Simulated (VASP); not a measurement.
Here is the system:

```xyz
2
Lattice="-3.1692 3.1692 1.7291 3.1692 -3.1692 1.7291 3.1692 3.1692 -1.7291" Properties=species:S:1:pos:R:3 pbc="T T T"
Y      0.0000     3.1692     0.8646
Y      0.0000     0.0000     0.0000
```

Computed with PBEsol GGA, VASP's PBE PAW potentials (set 64) (plane waves; VASP). Numerical set-up: 400 eV cut-off, 11×11×11 Γ-centred mesh, first-order Methfessel-Paxton smearing of 0.10 eV, potentials Y_sv.

Energy and stress use the plane-wave basis of the starting cell.

### Question
The ions, cell shape and volume are relaxed. What does this cell relax into?

### Answer

```xyz
2
Lattice="-3.0349 3.0349 1.6809 3.0349 -3.0349 1.6809 3.0349 3.0349 -1.6809" Properties=species:S:1:pos:R:3 pbc="T T T"
Y      0.0000     3.0349     0.8405
Y      0.0000     0.0000     0.0000
```
Space group I4_1/amd (141), at a tolerance of 0.03 Å.

### Question
How do energy and volume change from the first to the last step?

### Answer
The energy (σ→0) changes by -42.6 meV/atom and the volume by -10.8 %, in 5 ionic steps.

The structure was generated: Y was put into the beta-Sn type (I4_1/amd), which need not be its known phase. This run relaxes it. Symmetry was kept, so distortions that lower it aren't found.
